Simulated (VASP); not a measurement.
Given:

```
CELL_PARAMETERS angstrom
      9.73146    -2.09702    -0.00192
      9.73146     2.09702    -0.00192
      9.28029     0.00000     3.60210
ATOMIC_POSITIONS crystal
  Bi 0.40054 0.40054 0.40054
  Bi 0.59946 0.59946 0.59946
  Se 0.00000 0.00000 0.00000
  Se 0.21163 0.21163 0.21163
  Se 0.78837 0.78837 0.78837
```

Calculation: optB88-vdW, VASP's PBE PAW potentials (set 64) (plane waves; VASP). Run with 520 eV cut-off, 7×7×7 Γ-centred mesh, tetrahedra with Blöchl corrections, potentials Bi_d Se.

The cores are frozen, which limits the accuracy of field gradients.

Give the principal components of the electric field gradient (V/Å²) and the asymmetry η at each nucleus.

```
atom    Vxx    Vyy    Vzz     η
----  -----  -----  -----  ----
Bi1    -5.2   -5.2   10.5  0.00
Bi2    -5.2   -5.2   10.5  0.00
Se3   -34.0  -34.0   68.0  0.00
Se4     7.4    7.4  -14.9  0.00
Se5     7.4    7.4  -14.9  0.00
```

The compound is Bi2Se3 in the tetradymite structure. It was relaxed first.
